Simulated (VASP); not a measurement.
Runs of VASP 6.6.1 on AlNi. The cell holds a slab with vacuum, 8 atoms: a = 2.881 Å, b = 2.881 Å, c = 25.084 Å, α = 90.00°, β = 90.00°, γ = 90.00°. 

| level | potentials or basis | gap on the mesh (eV) | moment (μB) | largest force (eV/Å) | work function (eV) |
| --- | --- | --- | --- | --- | --- |
| PBEsol | VASP PAW PBE potentials, release 64 (Ni, Al) | none | 0.00 | 0.94 | 4.18 |
| BLYP | VASP PAW PBE potentials, release 64 (Ni, Al) | none | 0.00 | 1.08 | (b) |
| LDA | VASP PAW LDA potentials, release 64 (Ni, Al) | none | 0.00 | 1.18 | 4.30 |
| RPBE | VASP PAW PBE potentials, release 64 (Ni, Al) | none | 0.00 | 0.94 | 4.05 |
| revPBE | VASP PAW PBE potentials, release 64 (Ni, Al) | none | 0.00 | 0.94 | 4.05 |
| r2SCAN | VASP PAW PBE potentials, release 64 (Ni, Al) | none | (c) | (a) | 4.19 |

Alike in all rows: task work function; spin collinear, ferromagnetic start; cell as given; k mesh 7 × 7 × 1; cutoff (eV) 520; smearing fermi-dirac 0.05 eV.

Problem. Estimate the missing entries.

Solution. (a) 0.79; (b) 3.75; (c) 0.72.

Caveats: the PAW data sets were made with another functional, which shifts forces and pressure a little (some runs).

A gap of «none» marks a metal or a gap under the smearing width.

Runs at the PBE level aren't shown here.
